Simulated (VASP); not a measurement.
# Driving VASP from ASE on TiSb2, part 4 of 4

Do ASE scripts that read TiSb2 from different structure formats give one answer, and do several routes find one equilibrium volume? All runs use PBEsol. Left out of this account: at least 1 further run (self-consistent run: a reference on another mesh). The start is a cell from a database of measured crystal structures.

VASP 6.6.1; PBEsol; plane waves and PAW (Ti_sv, Sb).

So far. Step 4 (Relaxing cell and atoms (PBEsol, through ASE)): It ends with a largest force of 0.001 eV/Å and a pressure of 0.03 GPa. Step 5 (Equation of state by an ASE loop (PBEsol)): The fit over cells of fixed shape and fractional positions puts the volume +0.41 % from the relaxed one.

**6. BFGS in ASE (PBEsol)**

Here ASE drives the relaxation and calls VASP for forces and stress at each step.

run.py reads:

```python
import numpy as np
from ase.calculators.vasp import Vasp
from ase import Atoms
from ase.optimize import BFGS
from ase.filters import FrechetCellFilter

atoms = Atoms(['Ti', 'Ti', 'Sb', 'Sb', 'Sb', 'Sb'],
              cell=[[-3.33, 3.33, 2.909], [3.33, -3.33, 2.909], [3.33, 3.33, -2.909]],
              scaled_positions=[[0.25, 0.25, 0.0], [0.75, 0.75, 0.0], [0.65156, 0.15156, 0.80312], [0.15156, 0.34844, 0.5], [0.34844, 0.84844, 0.19688], [0.84844, 0.65156, 0.5]],
              pbc=True)

calc = Vasp(
    xc='pbesol',
    pp='PBE',
    prec='Accurate',
    encut=400,
    ediff=1e-06,
    nelm=100,
    ismear=-1,
    sigma=0.05,
    lreal=False,
    algo='Normal',
    nbands=28,
    lasph=True,
    lorbit=11,
    lwave=False,
    lcharg=False,
    kpar=4,
    isif=2,
    pp_version='64',
    setups={'Ti': '_sv', 'Sb': ''},
    kpts=(7, 7, 7),
    gamma=True,
    txt='vasp.out',
)
atoms.calc = calc

BFGS(FrechetCellFilter(atoms)).run(fmax=0.02, steps=30)
print("cell (A, degrees):", np.round(atoms.cell.cellpar(), 4))
print("volume (A^3):", round(atoms.get_volume(), 4))
print("energy (eV):", round(atoms.get_potential_energy(), 6))
print("Fermi level (eV):", round(calc.get_fermi_level(), 4))
print("forces (eV/A):")
print(np.round(atoms.get_forces(), 4))
print("stress (GPa, Voigt, tension positive):", np.round(atoms.get_stress() * 160.21766, 3))
```

Potentials, in the order of the species: Ti_sv and Sb (PBE family, release 64).

On the command line:

```console
export ASE_VASP_COMMAND="mpirun -np 4 vasp_std"
python run.py
```

What it wrote:

```text
Step     Time          Energy          fmax
BFGS:    0 --:--:--      -37.709483        0.423402
BFGS:    1 --:--:--      -37.715084        0.396315
BFGS:    2 --:--:--      -37.736160        0.153728
BFGS:    3 --:--:--      -37.736895        0.137896
BFGS:    4 --:--:--      -37.739245        0.066746
BFGS:    5 --:--:--      -37.739465        0.059532
BFGS:    6 --:--:--      -37.740921        0.041411
BFGS:    7 --:--:--      -37.741252        0.021579
BFGS:    8 --:--:--      -37.741232        0.003331
cell (A, degrees): [  5.4928   5.4928   5.4928 105.6712 105.6712 117.3721]
volume (A^3): 125.7273
energy (eV): -37.735474
Fermi level (eV): 9.9086
forces (eV/A):
[[ 0.      0.      0.    ]
 [ 0.      0.      0.    ]
 [ 0.0011  0.0011 -0.    ]
 [-0.0011  0.0011 -0.    ]
 [-0.0011 -0.0011  0.    ]
 [ 0.0011 -0.0011  0.    ]]
stress (GPa, Voigt, tension positive): [ 0.025  0.025  0.02  -0.     0.     0.   ]
```

Wall time 5.7 min (4 MPI ranks of AMD EPYC 7R43, shared host); peak memory 0.88 GiB.

The INCAR that ASE wrote:

```
ENCUT = 400.000000
SIGMA = 0.050000
EDIFF = 1.00e-06
ALGO = Normal
GGA = PS
PREC = Accurate
ISIF = 2
ISMEAR = -1
KPAR = 4
LORBIT = 11
NBANDS = 28
NELM = 100
LASPH = .TRUE.
LCHARG = .FALSE.
LWAVE = .FALSE.
LREAL = .FALSE.
```

ASE turned this into the KPOINTS:

```
KPOINTS created by Atomic Simulation Environment
0
Gamma
7 7 7
0 0 0
```

VASP's own log, vasp.out (the last of its runs):

```text
[... set-up lines as in an earlier step ...]
 entering main loop
       N       E                     dE             d eps       ncg     rms          rms(c)
DAV:   1     0.386912535056E+03    0.38691E+03   -0.16886E+04  2280   0.127E+03
DAV:   2     0.104584776287E+02   -0.37645E+03   -0.36819E+03  2368   0.388E+02
DAV:   3    -0.357909168069E+02   -0.46249E+02   -0.45347E+02  3780   0.119E+02
DAV:   4    -0.400178072566E+02   -0.42269E+01   -0.41988E+01  3416   0.314E+01
DAV:   5    -0.402923685352E+02   -0.27456E+00   -0.27443E+00  3316   0.653E+00    0.148E+01
DAV:   6    -0.391082752289E+02    0.11841E+01   -0.35301E+01  3228   0.364E+01    0.806E+00
DAV:   7    -0.378785135560E+02    0.12298E+01   -0.12516E+01  3120   0.210E+01    0.497E+00
DAV:   8    -0.377419288790E+02    0.13658E+00   -0.10917E+00  2836   0.751E+00    0.733E-01
DAV:   9    -0.377415295558E+02    0.39932E-03   -0.57876E-02  3420   0.185E+00    0.475E-01
DAV:  10    -0.377413231943E+02    0.20636E-03   -0.76076E-03  3500   0.752E-01    0.835E-02
DAV:  11    -0.377412413162E+02    0.81878E-04   -0.11267E-03  3168   0.260E-01    0.511E-02
DAV:  12    -0.377412319263E+02    0.93899E-05   -0.10545E-04  3220   0.611E-02    0.498E-03
DAV:  13    -0.377412315847E+02    0.34163E-06   -0.32407E-06  2588   0.130E-02
   1 F= -.37741232E+02 E0= -.37735474E+02  d E =-.115156E-01
```

OUTCAR, selected parts (step 6):

```text
   ENCUT  =  400.0 eV  29.40 Ry    5.42 a.u.   8.96  8.96  8.96*2*pi/ulx,y,z

   NELECT =      44.0000    total number of electrons

 E-fermi :   9.9086

 k-point     1 :       0.0000    0.0000    0.0000
  band No.  band energies     occupation
    ...
     18       6.8252      2.00000
     19       6.8252      2.00000
     20       7.4695      2.00000
     21       8.2134      2.00000
     22       9.0104      2.00000
     23      10.3095      0.00066
     24      10.7443      0.00000
     25      11.3961      0.00000
     26      11.3961      0.00000
     27      11.7952      0.00000
    ...

  Total       -0.0199889     -0.0199889     -0.0160208     -0.0000000      0.0000000     -0.0000000
  in kB       -0.2547246     -0.2547246     -0.2041580     -0.0000000      0.0000000     -0.0000000
  external PRESSURE =      -0.2378691 kB  Pullay stress =       0.0000000 kB

 POSITION                                       TOTAL-FORCE (eV/Angst)
 -----------------------------------------------------------------------------------
      0.00000      0.00000      1.42737         0.000000      0.000000      0.000000
      0.00000      0.00000      4.28210         0.000000      0.000000      0.000000
      1.01614      4.33434      0.00000         0.001068      0.001068     -0.000000
      2.30206      1.01614     -0.00000        -0.001068      0.001068     -0.000000
      2.30206     -1.01614      2.85473        -0.001068     -0.001068      0.000000
      1.01614      2.30206      2.85473         0.001068     -0.001068      0.000000
 -----------------------------------------------------------------------------------
    total drift:                                0.000000     -0.000000      0.000000

  FREE ENERGIE OF THE ION-ELECTRON SYSTEM (eV)
  ---------------------------------------------------
  free  energy   TOTEN  =       -37.7412315847 eV

  energy  without entropy=      -37.7297159440  energy(sigma->0) =      -37.73547376

[... 4 parts as in an earlier step ...]

[... 12 further parts left out ...]
```

This step gave:

```
optimizer steps   : 8
volume after bfgs : 20.95 Å³/atom
```

**7. Total energy, forces and stress (PBEsol, through ASE) with a changed input**

A single point gives energy, forces and stress at these settings. Some settings are moved from the usual, to see what they do.

run.py, as its differences from that of step 6:

```diff
@@ -3,4 +3,3 @@
 from ase import Atoms
-from ase.optimize import BFGS
-from ase.filters import FrechetCellFilter
+from ase.dft.bandgap import bandgap
 
@@ -31,3 +30,3 @@
     setups={'Ti': '_sv', 'Sb': ''},
-    kpts=(7, 7, 7),
+    kpts=(6, 6, 6),
     gamma=True,
@@ -37,5 +36,2 @@
 
-BFGS(FrechetCellFilter(atoms)).run(fmax=0.02, steps=30)
-print("cell (A, degrees):", np.round(atoms.cell.cellpar(), 4))
-print("volume (A^3):", round(atoms.get_volume(), 4))
 print("energy (eV):", round(atoms.get_potential_energy(), 6))
@@ -45 +41,3 @@
 print("stress (GPa, Voigt, tension positive):", np.round(atoms.get_stress() * 160.21766, 3))
+gap, p1, p2 = bandgap(calc, direct=False)
+print("gap on the mesh (eV):", round(gap, 4))
```

What it wrote:

```text
energy (eV): -37.684835
Fermi level (eV): 9.5413
forces (eV/A):
[[ 0.     -0.      0.    ]
 [ 0.     -0.      0.    ]
 [ 0.1306  0.1306 -0.    ]
 [-0.1306  0.1306  0.    ]
 [-0.1306 -0.1306  0.    ]
 [ 0.1306 -0.1306  0.    ]]
stress (GPa, Voigt, tension positive): [ 1.708  1.708  3.231 -0.    -0.    -0.   ]
gap on the mesh (eV): 0.0
```

Elapsed: 37 s, on 4 MPI ranks; peak memory 0.83 GiB.

The INCAR that ASE wrote:

```
ENCUT = 400.000000
SIGMA = 0.050000
EDIFF = 1.00e-06
ALGO = Normal
GGA = PS
PREC = Accurate
ISIF = 2
ISMEAR = -1
KPAR = 4
LORBIT = 11
NBANDS = 28
NELM = 100
LASPH = .TRUE.
LCHARG = .FALSE.
LWAVE = .FALSE.
LREAL = .FALSE.
```

ASE turned this into the KPOINTS:

```
KPOINTS created by Atomic Simulation Environment
0
Gamma
6 6 6
0 0 0
```

VASP's own log, vasp.out:

```text
[... set-up lines as in an earlier step ...]
 entering main loop
       N       E                     dE             d eps       ncg     rms          rms(c)
DAV:   1     0.384483229333E+03    0.38448E+03   -0.17101E+04  1728   0.126E+03
DAV:   2     0.104898476133E+02   -0.37399E+03   -0.36544E+03  1776   0.382E+02
DAV:   3    -0.359048350056E+02   -0.46395E+02   -0.45513E+02  2824   0.119E+02
DAV:   4    -0.402310062413E+02   -0.43262E+01   -0.43013E+01  2576   0.312E+01
DAV:   5    -0.404970648272E+02   -0.26606E+00   -0.26585E+00  2440   0.631E+00    0.145E+01
DAV:   6    -0.394342525671E+02    0.10628E+01   -0.44099E+01  2432   0.385E+01    0.923E+00
DAV:   7    -0.378419216822E+02    0.15923E+01   -0.16143E+01  2364   0.235E+01    0.498E+00
DAV:   8    -0.376981332574E+02    0.14379E+00   -0.13469E+00  2144   0.807E+00    0.946E-01
DAV:   9    -0.376940819735E+02    0.40513E-02   -0.74090E-02  2524   0.211E+00    0.539E-01
DAV:  10    -0.376938835284E+02    0.19845E-03   -0.11244E-02  2640   0.851E-01    0.120E-01
DAV:  11    -0.376937187545E+02    0.16477E-03   -0.21876E-03  2308   0.336E-01    0.593E-02
DAV:  12    -0.376936982736E+02    0.20481E-04   -0.21703E-04  2308   0.899E-02    0.618E-03
DAV:  13    -0.376936964904E+02    0.17832E-05   -0.97690E-06  2304   0.243E-02    0.241E-03
DAV:  14    -0.376936965779E+02   -0.87535E-07   -0.42748E-07  1224   0.400E-03
   1 F= -.37693697E+02 E0= -.37684835E+02  d E =-.177231E-01
```

OUTCAR, selected parts (step 7):

```text
   k-points           NKPTS =     30   k-points in BZ     NKDIM =     30   number of bands    NBANDS=     28

   NELECT =      44.0000    total number of electrons

 E-fermi :   9.5413

 k-point     1 :       0.0000    0.0000    0.0000
  band No.  band energies     occupation
    ...
     18       6.6113      2.00000
     19       6.6113      2.00000
     20       7.0933      2.00000
     21       7.9706      2.00000
     22       8.7245      2.00000
     23       9.9603      0.00046
     24      10.3765      0.00000
     25      11.0235      0.00000
     26      11.0235      0.00000
     27      11.3085      0.00000
    ...

  Total       -1.3755025     -1.3755025     -2.6023757      0.0000000      0.0000000      0.0000000
  in kB      -17.0796820    -17.0796820    -32.3138274      0.0000000      0.0000000      0.0000000
  external PRESSURE =     -22.1577305 kB  Pullay stress =       0.0000000 kB

 POSITION                                       TOTAL-FORCE (eV/Angst)
 -----------------------------------------------------------------------------------
      0.00000      0.00000      1.45450         0.000000     -0.000000      0.000000
      0.00000      0.00000      4.36350         0.000000     -0.000000      0.000000
      1.00939      4.33939      0.00000         0.130572      0.130572     -0.000000
      2.32061      1.00939      0.00000        -0.130572      0.130572      0.000000
      2.32061     -1.00939      2.90900        -0.130572     -0.130572      0.000000
      1.00939      2.32061      2.90900         0.130572     -0.130572      0.000000
 -----------------------------------------------------------------------------------
    total drift:                                0.000000     -0.000000     -0.000000

  FREE ENERGIE OF THE ION-ELECTRON SYSTEM (eV)
  ---------------------------------------------------
  free  energy   TOTEN  =       -37.6936965779 eV

  energy  without entropy=      -37.6759734493  energy(sigma->0) =      -37.68483501

[... 7 parts as in an earlier step ...]

[... 9 further parts left out ...]
```

The mesh holds 30 irreducible points against 40. At this level the cell is under a tension of 2.2 GPa, so at these settings it is away from equilibrium.

Numbers from this step:

```
irreducible k-points    : 30
free energy (TOTEN)     : -37.69 eV
energy at zero smearing : -37.68 eV
Fermi energy            : 9.541 eV
pressure                : -2.216 GPa
```

Force by atom:

```tsv
atom	x (eV/Å)	y (eV/Å)	z (eV/Å)	size
Ti1	0.000	0.000	0.000	0.000
Ti2	0.000	0.000	0.000	0.000
Sb3	0.131	0.131	0.000	0.185
Sb4	-0.131	0.131	0.000	0.185
Sb5	-0.131	-0.131	0.000	0.185
Sb6	0.131	-0.131	0.000	0.185
```

Against the sound run “Total energy, forces and stress (PBEsol, through ASE)”, the energy at zero smearing moves by +3.2 meV an atom, the pressure by +0.04 GPa and the Fermi level by -0.00 eV.

**8. Side by side**

| run | atoms | mesh | energy (eV/atom) | pressure (GPa) |
| --- | --- | --- | --- | --- |
| ASE, structure read from a POSCAR | 6 | 7×7×7 | -6.28400 | -2.258 |
| ASE, structure read from a CIF with its space group | 12 | 4×4×4 | -6.28732 | -2.285 |

**9. Outcome**

```yaml
energy_ase_structure_read_from_a_poscar: -6.28400 eV/atom
energy_ase_structure_read_from_a_cif_with_its_space_group: -6.28732 eV/atom
volume_from_vasp_s_own_relaxation: 20.95 Å³/atom
volume_from_the_fit_of_the_ase_volume_loop: 21.04 Å³/atom
volume_from_bfgs_in_ase: 20.95 Å³/atom
```

With the structure read from a CIF with its space group, ASE's run differs from the first script by -3.3 meV an atom, on the larger cell and its own mesh. The routes to the equilibrium volume agree within 0.41 %. A relaxation follows the stress, which carries a basis-set error, while a volume loop fits energies; every loop stops at a tolerance; VASP's relaxation keeps the plane waves of its start, while ASE starts VASP afresh at each cell, and a loop at fixed shape can't relax anything but the volume.

[Lines on the potential files, build, host, timing and source positions are cut from VASP's logs without a mark.]

[Logs are printed without paths, hosts, clocks, repeated set-up lines and the standing remarks that a program may print on its own settings, such as how far it seeks lower states.]

[Hosts, paths, dates, database ids (printed as entryN), source tags and the programs' standing remarks are cut or masked in the printed files.]

[A measured line is paired with the nearest computed mode of its activity, which favours agreement.]

[In band tables of VASP the shares of atoms and orbitals are scaled to a sum of 1 inside the atoms' spheres.]
